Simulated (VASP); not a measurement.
A run of VASP 6.6.1:

File INCAR:

```
SYSTEM = B18SN17
PREC = Accurate
ENCUT = 520
EDIFF = 1E-8
ISMEAR = -1
SIGMA = 0.01
LREAL = Auto
LASPH = .True.
NELM = 80
ALGO = Fast
ISIF = 2
LWAVE = .False.
LCHARG = .False.
GGA = PE
LEFG = .True.
NELECT = 144.0
NBANDS = 96
```

Contents of KPOINTS:

```
regular mesh
0
Gamma
  3 3 3
  0 0 0
```

The input POSCAR:

```
B18SN17
1.0
    7.4947200000      0.0000000000      0.0000000000
   -3.7473600000      6.4906179144      0.0000000000
    0.0000000000      0.0000000000      6.6357000000
B S N
18 1 17
Direct
    0.1111111111      0.2222222222      0.2500000000
    0.1111111111      0.5555555556      0.2500000000
    0.1111111111      0.8888888889      0.2500000000
    0.4444444444      0.2222222222      0.2500000000
    0.4444444444      0.5555555556      0.2500000000
    0.4444444444      0.8888888889      0.2500000000
    0.7777777778      0.2222222222      0.2500000000
    0.7777777778      0.5555555556      0.2500000000
    0.7777777778      0.8888888889      0.2500000000
    0.2222222222      0.1111111111      0.7500000000
    0.2222222222      0.4444444444      0.7500000000
    0.2222222222      0.7777777778      0.7500000000
    0.5555555556      0.1111111111      0.7500000000
    0.5555555556      0.4444444444      0.7500000000
    0.5555555556      0.7777777778      0.7500000000
    0.8888888889      0.1111111111      0.7500000000
    0.8888888889      0.4444444444      0.7500000000
    0.8888888889      0.7777777778      0.7500000000
    0.1111111111      0.2222222222      0.7500000000
    0.1111111111      0.5555555556      0.7500000000
    0.1111111111      0.8888888889      0.7500000000
    0.4444444444      0.2222222222      0.7500000000
    0.4444444444      0.5555555556      0.7500000000
    0.4444444444      0.8888888889      0.7500000000
    0.7777777778      0.2222222222      0.7500000000
    0.7777777778      0.5555555556      0.7500000000
    0.7777777778      0.8888888889      0.7500000000
    0.2222222222      0.1111111111      0.2500000000
    0.2222222222      0.4444444444      0.2500000000
    0.2222222222      0.7777777778      0.2500000000
    0.5555555556      0.1111111111      0.2500000000
    0.5555555556      0.4444444444      0.2500000000
    0.5555555556      0.7777777778      0.2500000000
    0.8888888889      0.1111111111      0.2500000000
    0.8888888889      0.4444444444      0.2500000000
    0.8888888889      0.7777777778      0.2500000000
```

Potentials or basis: VASP PAW PBE potentials, release 64 (B, S, N).

Command:

```bash
$ cat potpaw_PBE.64/B/POTCAR potpaw_PBE.64/S/POTCAR potpaw_PBE.64/N/POTCAR > POTCAR
$ mpirun -np 1 vasp_std > vasp.out
```

Hardware: 1 thread of AMD EPYC 9R14 (Zen 4), on a shared host.

Q: Estimate the wall time of this run.

A: It took 5.8 min on 1 thread of AMD EPYC 9R14 (Zen 4), with other jobs on the host, peak memory 0.42 GiB. Counts: scf iterations 21, k points 6.
